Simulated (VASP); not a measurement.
MgO:

```
CELL_PARAMETERS angstrom
0.00000 2.09230 2.09230
2.09230 0.00000 2.09230
2.09230 2.09230 0.00000
ATOMIC_POSITIONS crystal
Mg 0.00000 0.00000 0.00000
O 0.50000 0.50000 0.50000
```

The cell was built by a generator and needn't be a form met in nature.

Base run:

| Item | Value |
| --- | --- |
| Program | VASP 6.6.1 |
| Functional | PBE |
| Potentials or basis | VASP PAW PBE potentials, release 64 (Mg, O) |
| Cutoff | 520 eV |
| k mesh | 12 × 12 × 12 |
| Occupations | gaussian, width 0.02 eV |
| Spin | no spin polarisation |

Its results: band gap on the k mesh 4.92 eV, direct; pressure 7.4 GPa.

Task: The run is repeated on the same cell with these changes: functional from PBE to HSE06; k mesh from 12 × 12 × 12 to 8 × 8 × 8. What comes out?

Result: Band gap on the k mesh 6.67 eV, direct; pressure 1.8 GPa.

Several settings changed at once, so the effect can't be laid on one alone.

Caveats: the PAW data sets were made with another functional, which shifts forces and pressure a little (some runs).
